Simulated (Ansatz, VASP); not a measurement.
**Two plane-wave programs on Mg2NCl**

INCAR

```
SYSTEM = Mg2NCl
PREC = Accurate
ENCUT = 520
EDIFF = 1E-7
ISMEAR = 0
SIGMA = 0.05
LREAL = .False.
LASPH = .True.
NELM = 100
ALGO = Fast
ISIF = 2
LWAVE = .False.
LCHARG = .False.
GGA = PE
NBANDS = 16
```

KPOINTS

```
regular mesh
0
Gamma
  12 12 12
  0 0 0
```

POSCAR

```
Mg2NCl
1.0
    1.7074703835      0.9858084855      5.6783901800
   -1.7074703835      0.9858084855      5.6783901800
    0.0000000000     -1.9716169711      5.6783901800
Mg N Cl
2 1 1
Direct
    0.2228150000      0.2228150000      0.2228150000
    0.7771850000      0.7771850000      0.7771850000
    0.5000000000      0.5000000000      0.5000000000
    0.0000000000      0.0000000000      0.0000000000
```

Input for Ansatz:

```yaml
crystal:
  lattice:
    - [1.7074703835, 0.9858084855, 5.67839018]
    - [-1.7074703835, 0.9858084855, 5.67839018]
    - [0.0, -1.9716169711, 5.67839018]
  atoms:
    - { symbol: Mg, position: [0.222815, 0.222815, 0.222815] }
    - { symbol: Mg, position: [0.777185, 0.777185, 0.777185] }
    - { symbol: "N", position: [0.5, 0.5, 0.5] }
    - { symbol: Cl, position: [0.0, 0.0, 0.0] }
basis:
  ecutwfc: 420
kpoints:
  mp_grid: { grid: [12, 12, 12] }
hamiltonian:
  xc: pbe
scf:
  occupations: { method: gaussian, width: 0.05 }
output:
  forces: true
  stress: true
  eigenvalues: true
```

Alike in both runs: task single point; functional PBE; k mesh 12 × 12 × 12; occupations gaussian, width 0.05 eV; no spin polarisation.

|  | VASP | Ansatz |
| --- | --- | --- |
| version | VASP 6.6.1 | Ansatz 0.2.0 |
| potentials or method | VASP PAW PBE potentials, release 64 (Mg, N, Cl) | scalar-relativistic, plane waves, PAW |
| plane-wave cutoff (eV) | 520 | 420 |
| valence electrons in the cell | 16 | 32 |

VASP gave:

```
gap on the k mesh at the Fermi level (eV)       : 2.52
least direct gap on the mesh (eV)               : 2.52
pressure (GPa)                                  : -1.1
largest component of the traceless stress (GPa) : 8.03
rms of the force components (eV/Å)              : 0.081
```

Problem. Which values does Ansatz return?

Solution. gap on the k mesh at the Fermi level (eV): 2.55; least direct gap on the mesh (eV): 2.55; pressure (GPa): -0.8; largest component of the traceless stress (GPa): 8.09; rms of the force components (eV/Å): 0.098.

Atom by atom the forces differ by 0.017 eV/Å (rms over components). The functional is the same, so the differences come from potentials, cutoffs and numerics. The two sets of potentials don't hold the same shells in valence.

A k mesh can miss the band edges. As with any semilocal functional, this PBE gap is likely too small.
